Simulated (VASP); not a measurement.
## A vacancy on the Ti site in a supercell of TiAl3

Wanted: what a vacancy on the Ti site costs in TiAl3 and how the lattice relaxes round it. The start is a computed cell from the Materials Project.

Main program and level: VASP 6.6.1; SCAN; plane waves and PAW (Ti, Al), in the first sound run; inputs show where later runs differ.

## (1) The host crystal

It takes space group I4/mmm (No. 139, tetragonal). Conventional cell: a = 3.822 Å, b = 3.822 Å, c = 8.561 Å, α = 90.00°, β = 90.00°, γ = 90.00°. Nearest to Ti lie 12 Al at 2.70 to 2.87 Å. Nearest to Al lie 8 Al at 2.70 to 2.87 Å and 4 Ti at 2.87 Å. Al has 4 Ti at 2.70 Å and 8 Al at 2.87 Å nearest. Farther neighbours are not listed.

## (2) The host at zero pressure

The later steps need the crystal at this functional's own lattice; a raised cutoff keeps the stress reliable while the cell changes.

Contents of INCAR:

```
SYSTEM = TiAl3
PREC = Accurate
ENCUT = 350
EDIFF = 1E-06
NELM = 120
ISMEAR = 1
SIGMA = 0.15
LREAL = .FALSE.
ALGO = Normal
METAGGA = SCAN
LASPH = .TRUE.
NBANDS = 12
LORBIT = 11
LWAVE = .FALSE.
LCHARG = .FALSE.
KPAR = 4
IBRION = 2
NSW = 40
ISIF = 3
EDIFFG = -0.02
POTIM = 0.4
```

Contents of POSCAR:

```
TiAl3
1.0
   -1.9111067713      1.9111067713      4.2806687947
    1.9111067713     -1.9111067713      4.2806687947
    1.9111067713      1.9111067713     -4.2806687947
Ti Al
1 3
Direct
    0.0000000000      0.0000000000      0.0000000000
    0.2500000000      0.7500000000      0.5000000000
    0.7500000000      0.2500000000      0.5000000000
    0.5000000000      0.5000000000      0.0000000000
```

Contents of KPOINTS:

```
Automatic mesh
0
Gamma
9 9 9
0 0 0
```

The projector-augmented-wave data sets are Ti and Al (PBE family, release 64).

Started as:

```
mpirun -np 4 vasp_std
```

Log:

```text
[banner, memory and clock lines left out]
running    4 mpi-ranks, on    1 nodes
 distrk:  each k-point on    1 cores,    4 groups
 distr:  one band on    1 cores,    1 groups

 POSCAR found type information on POSCAR TiAl
 POSCAR found :  2 types and       4 ions
|                                                                             |
|               ----> ADVICE to this user running VASP <----                  |
|                                                                             |
|     You enforced a specific xc type in the INCAR file but a different       |
|     [... a line on the potential file left out ...]
|     I HOPE YOU KNOW WHAT YOU ARE DOING!                                     |
|                                                                             |

 LDA part: xc-table for (None), standard interpolation
 POSCAR, INCAR and KPOINTS ok, starting setup
 FFT: planning ... GRIDC
 FFT: planning ... GRID_SOFT
 FFT: planning ... GRID
 WAVECAR not read
 entering main loop
       N       E                     dE             d eps       ncg     rms          rms(c)
DAV:   1     0.941593443964E+00    0.94159E+00   -0.38885E+03  1816   0.653E+02
DAV:   2    -0.409858354899E+02   -0.41927E+02   -0.39038E+02  1856   0.129E+02
DAV:   3    -0.431372730392E+02   -0.21514E+01   -0.20547E+01  2564   0.287E+01
DAV:   4    -0.431753085668E+02   -0.38036E-01   -0.37972E-01  2136   0.379E+00
DAV:   5    -0.431760028370E+02   -0.69427E-03   -0.69421E-03  2364   0.580E-01    0.149E+01
DAV:   6    -0.413606425363E+02    0.18154E+01   -0.17280E+01  2584   0.304E+01    0.556E+00
DAV:   7    -0.409455827379E+02    0.41506E+00   -0.48726E+00  2564   0.185E+01    0.429E+00
DAV:   8    -0.408452310219E+02    0.10035E+00   -0.49023E-01  2532   0.717E+00    0.584E-01
DAV:   9    -0.408434612124E+02    0.17698E-02   -0.49653E-02  1984   0.190E+00    0.205E-01
DAV:  10    -0.408435291181E+02   -0.67906E-04   -0.81017E-03  2556   0.829E-01    0.118E-01
DAV:  11    -0.408432224819E+02    0.30664E-03   -0.15633E-03  2540   0.369E-01    0.225E-02
DAV:  12    -0.408432420248E+02   -0.19543E-04   -0.15881E-04  2068   0.113E-01    0.131E-02
DAV:  13    -0.408432426945E+02   -0.66971E-06   -0.16582E-05  2188   0.333E-02    0.811E-03
DAV:  14    -0.408432422335E+02    0.46099E-06   -0.25073E-06  2108   0.131E-02
   1 F= -.40843242E+02 E0= -.40843667E+02  d E =-.408432E+02
 curvature:   0.00 expect dE= 0.000E+00 dE for cont linesearch  0.000E+00
 trial: gam= 0.00000 g(F)=  0.546E-45 g(S)=  0.119E-02 ort = 0.000E+00 (trialstep = 0.100E+01)
 search vector abs. value=  0.119E-02
 bond charge predicted
       N       E                     dE             d eps       ncg     rms          rms(c)
DAV:   1    -0.408437597682E+02   -0.51707E-03   -0.12443E-02  1832   0.108E+00    0.188E-01
DAV:   2    -0.408437845935E+02   -0.24825E-04   -0.19510E-03  2052   0.447E-01    0.655E-02
DAV:   3    -0.408437153809E+02    0.69213E-04   -0.36351E-04  2192   0.178E-01    0.561E-02
DAV:   4    -0.408437246389E+02   -0.92580E-05   -0.23300E-05  2168   0.514E-02    0.233E-02
DAV:   5    -0.408437348163E+02   -0.10177E-04   -0.15555E-05  2248   0.391E-02    0.108E-02
DAV:   6    -0.408437353487E+02   -0.53236E-06   -0.85373E-07  1172   0.969E-03
   2 F= -.40843735E+02 E0= -.40844153E+02  d E =-.493115E-03
 trial-energy change:   -0.000493  1 .order   -0.000420   -0.001186    0.000346
 step:   0.8169(harm=  0.7740)  dis= 0.00000  next Energy=   -40.843767 (dE=-0.524E-03)
 reached required accuracy - stopping structural energy minimisation
```

Wall time 54 s (4 MPI ranks of Intel Xeon Platinum 8259CL at 2.50GHz (Skylake/Cascade Lake), shared host); peak memory 0.81 GiB.

Lines that name or quote the potential files are left out of all logs, and their timing lines are given in words.

OUTCAR, selected parts (step 2):

```text
ion  position               nearest neighbor table
   1  0.000  0.000  0.000-   4 2.70   4 2.70   4 2.70   4 2.70   3 2.87   2 2.87   3 2.87   2 2.87
                             3 2.87   3 2.87   2 2.87   2 2.87
   2  0.250  0.750  0.500-   3 2.70   3 2.70   3 2.70   3 2.70   4 2.87   1 2.87   4 2.87   4 2.87
                             1 2.87   1 2.87   4 2.87   1 2.87
   3  0.750  0.250  0.500-   2 2.70   2 2.70   2 2.70   2 2.70   4 2.87   1 2.87   4 2.87   1 2.87
                             4 2.87   4 2.87   1 2.87   1 2.87
   4  0.500  0.500  0.000-   1 2.70   1 2.70   1 2.70   1 2.70   3 2.87   2 2.87   3 2.87   3 2.87
                             2 2.87   2 2.87   3 2.87   2 2.87

  LATTYP: Found a body centered tetragonal cell.
 ALAT       =     3.8222135426
 C/A-ratio  =     2.2398899208

 Subroutine GETGRP returns: Found 16 space group operations
 (whereof 16 operations were pure point group operations)

The static configuration has the point symmetry D_4h.

 Found     75 irreducible k-points:

   k-points           NKPTS =     75   k-points in BZ     NKDIM =     75   number of bands    NBANDS=     12

   dimension x,y,z NGX =    32 NGY =   32 NGZ =   32
   dimension x,y,z NGXF=    64 NGYF=   64 NGZF=   64

   ENCUT  =  350.0 eV  25.72 Ry    5.07 a.u.   7.72  7.72  7.72*2*pi/ulx,y,z

   NELECT =      13.0000    total number of electrons

 k-points in reciprocal lattice and weights: Automatic mesh
   0.00000000  0.00000000  0.00000000       0.001
   0.11111111  0.00000000  0.00000000       0.011
   0.22222222  0.00000000  0.00000000       0.011
   0.33333333 -0.00000000  0.00000000       0.011
   0.44444444  0.00000000  0.00000000       0.011
   0.11111111  0.11111111  0.00000000       0.011
   0.22222222  0.11111111  0.00000000       0.022
   0.33333333  0.11111111  0.00000000       0.022
   0.44444444  0.11111111  0.00000000       0.022
[...]
-0.44444444  0.44444444  0.44444444       0.005
  -0.44444444 -0.44444444  0.44444444       0.003

 average (electrostatic) potential at core
       1 -26.1367       2 -75.7748       3 -75.7748       4 -75.8573

 E-fermi :   6.9139

 k-point     1 :       0.0000    0.0000    0.0000
  band No.  band energies     occupation
    ...
      2       3.9780      2.00000
      3       4.1215      2.00000
      4       5.4875      2.00000
      5       5.6226      2.00000
      6       5.6226      2.00000
      7       7.7522     -0.00000
      8       8.7153     -0.00000
      9       8.7153     -0.00000
     10       9.1489     -0.00000
     11       9.7336     -0.00000
    ...

 k-point     2 :       0.1111    0.0000    0.0000
  band No.  band energies     occupation
    ...
      2       3.3774      2.00000
      3       4.6226      2.00000
      4       5.1311      2.00000
      5       5.4608      2.00000
      6       5.7211      2.00000
      7       7.3110     -0.00117
      8       8.3610     -0.00000
      9       9.0029     -0.00000
     10       9.2365     -0.00000
     11      10.1086      0.00000
    ...

 k-point     3 :       0.2222    0.0000    0.0000
  band No.  band energies     occupation
    ...
      3       3.8074      2.00000
      4       4.8578      2.00000
      5       5.8552      2.00000
      6       5.9465      2.00000
      7       6.8284      1.81226
      8       8.0494     -0.00000
      9       9.0050     -0.00000
     10       9.7645     -0.00000
     11      10.5442      0.00000
     12      11.3341      0.00000

  Total        0.0583114      0.0583114      0.0686146     -0.0000000     -0.0000000      0.0000000
  in kB        1.5024679      1.5024679      1.7679439     -0.0000000     -0.0000000      0.0000000
  external PRESSURE =       1.5909599 kB  Pullay stress =       0.0000000 kB

  energy-cutoff  :      350.00
  volume of cell :       62.18
      direct lattice vectors                 reciprocal lattice vectors
    -1.906878068  1.906878068  4.275163709     0.000000000  0.262208690  0.116954586
     1.906878068 -1.906878068  4.275163709     0.262208690  0.000000000  0.116954586
     1.906878068  1.906878068 -4.275163709     0.262208690  0.262208690  0.000000000

 POSITION                                       TOTAL-FORCE (eV/Angst)
 -----------------------------------------------------------------------------------
      1.90688      1.90688      4.27516        -0.000000     -0.000000      0.000000
      1.90688      0.00000      2.13758         0.000000      0.000000      0.000000
      0.00000      1.90688      2.13758         0.000000      0.000000     -0.000000
      1.90688      1.90688      0.00000        -0.000000     -0.000000      0.000000
 -----------------------------------------------------------------------------------
    total drift:                               -0.000000     -0.000000      0.000000

  FREE ENERGIE OF THE ION-ELECTRON SYSTEM (eV)
  ---------------------------------------------------
  free  energy   TOTEN  =       -40.8437353487 eV

  energy  without entropy=      -40.8449888746  energy(sigma->0) =      -40.84415319

 reached required accuracy - stopping structural energy minimisation

 total charge
# of ion       s       p       d       tot
------------------------------------------
    1        0.417   0.598   2.585   3.601
    2        0.415   0.427   0.000   0.842
    3        0.415   0.427   0.000   0.842
    4        0.454   0.396   0.000   0.850
--------------------------------------------------
tot          1.701   1.848   2.585   6.134

[... 3 further parts left out ...]
```

CONTCAR:

```
TiAl3
   1.00000000000000
    -1.9068780684164799    1.9068780684164799    4.2751637093923662
     1.9068780684164799   -1.9068780684164799    4.2751637093923662
     1.9068780684164799    1.9068780684164799   -4.2751637093923662
  Ti              Al
     1     3
Direct
     1.0000000000000000    1.0000000000000000    1.0000000000000000
     0.2500000000000000    0.7500000000000000    0.5000000000000000
     0.7500000000000000    0.2500000000000000    0.5000000000000000
     0.5000000000000000    0.5000000000000000    1.0000000000000000
```

This run has no spin polarisation. Its electron count is odd, so without a moment it is a metal by construction. The PAW data sets were made with PBE, which is usual practice but a small mismatch for other functionals. The data set Ti keeps the semicore shell frozen, which is cheaper and a little less accurate. The run keeps the 16 symmetry operations of its start, so it cannot find a distortion of lower symmetry.

Relaxation path:

```
step  energy less that of the first step (eV)  largest force (eV/Å)  pressure (GPa)  volume (Å³)
   1                                   0.0000                0.0000           -0.51        62.54
   2                                  -0.0005                0.0000            0.16        62.18
```

```
conventional cell, symmetrised  before  after  change
                         a (Å)   3.822  3.814  -0.2 %
                         b (Å)   3.822  3.814  -0.2 %
                         c (Å)   8.561  8.550  -0.1 %
              volume (Å³/atom)   15.63  15.55  -0.6 %
```

The relaxed structure:

```cif
data_structure
_symmetry_space_group_name_H-M 'P 1'
_symmetry_Int_Tables_number 1
_cell_length_a 5.0546
_cell_length_b 5.0546
_cell_length_c 5.0546
_cell_angle_alpha 135.673
_cell_angle_beta 135.673
_cell_angle_gamma 64.487
_cell_volume 62.18
loop_
_atom_site_label
_atom_site_type_symbol
_atom_site_fract_x
_atom_site_fract_y
_atom_site_fract_z
_atom_site_occupancy
Ti1 Ti 0.00000 0.00000 0.00000 1
Al2 Al 0.25000 0.75000 0.50000 1
Al3 Al 0.75000 0.25000 0.50000 1
Al4 Al 0.50000 0.50000 0.00000 1
```

Numbers from this step:

```yaml
electronic_cycles: 20
electrons: 13
free_energy_toten: -40.84 eV
energy_at_zero_smearing: -40.84 eV
fermi_energy: 6.914 eV
labelled_metallic_from_the_levels_on_this_mesh: yes
```

The run ended after 2 ionic steps, 0.000 eV below its first step, once forces and stress met EDIFFG = -0.02.

[end of part 1 of 4]

[Lines on the potential files, build, host, timing and source positions are cut from VASP's logs without a mark.]

[Logs are printed without paths, hosts, clocks, repeated set-up lines and the standing remarks that a program may print on its own settings, such as how far it seeks lower states.]

[Hosts, paths, dates, database ids (printed as entryN), source tags and the programs' standing remarks are cut or masked in the printed files.]

[In band tables of VASP the shares of atoms and orbitals are scaled to a sum of 1 inside the atoms' spheres.]

[Runs that stopped without an error message from VASP are left out.]
